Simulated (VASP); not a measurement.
Given:

```
CELL_PARAMETERS angstrom
      2.05383     1.18578     6.76345
     -2.05383     1.18578     6.76345
      0.00000    -2.37156     6.76345
ATOMIC_POSITIONS crystal
  Zn 0.50131 0.50131 0.50131
  Hg 0.99707 0.99707 0.99707
  Se 0.86883 0.86883 0.86883
  Se 0.38278 0.38278 0.38278
```

Level of theory: LDA (Ceperley-Alder, Perdew-Zunger), VASP's LDA PAW potentials (set 64) (plane waves; VASP 6.6.1). Settings: 400 eV cut-off, 10×10×10 Γ-centred mesh, tetrahedra with Blöchl corrections, potentials Zn Hg Se.

The cores are frozen, which limits the accuracy of field gradients.

Task: Give the principal components of the electric field gradient (V/Å²) and the asymmetry η at each nucleus.

Result: 
```
atom    Vxx    Vyy    Vzz     η
----  -----  -----  -----  ----
Zn1     2.9    2.9   -5.9  0.00
Hg2    22.7   22.7  -45.3  0.00
Se3   -16.2  -16.2   32.4  0.00
Se4    -7.2   -7.2   14.4  0.00
```

The structure comes from a computed database's ZnHgSe2 entry (R3m); how it stands against other phases isn't given here. It was relaxed first, which changed the volume by -9 %.
